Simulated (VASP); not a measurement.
```yaml
crystal:
  lattice:
    - [2.13270, -3.69394, 0.00000]
    - [2.13270, 3.69394, 0.00000]
    - [0.00000, 0.00000, 8.50389]
  atoms:
    - { symbol: Cd, position: [0.00000, 0.00000, 0.00000] }
    - { symbol: I, position: [0.33333, 0.66667, 0.19980] }
    - { symbol: I, position: [0.66667, 0.33333, 0.80020] }
```

Method: AM05 GGA, VASP's PBE PAW potentials (set 64) (plane waves; VASP 6.6.1). Settings: 520 eV cut-off, 7×7×3 Γ-centred mesh, tetrahedra with Blöchl corrections, potentials Cd I.

The cores are frozen, which limits the accuracy of field gradients. Without a dispersion term in the relaxation, distances and binding between the weakly bound layers, chains or molecules are unreliable, and so is what depends on them.

### Question
Give the principal components of the electric field gradient (V/Å²) and the asymmetry η at each nucleus.

### Answer

```csv
atom,Vxx,Vyy,Vzz,η
Cd1,-1.4,-1.4,2.9,0.00
I2,35.7,35.7,-71.5,0.00
I3,35.7,35.7,-71.5,0.00
```

The compound is CdI2 in the 1T layered structure. It was relaxed first, which changed the volume by +25 %.
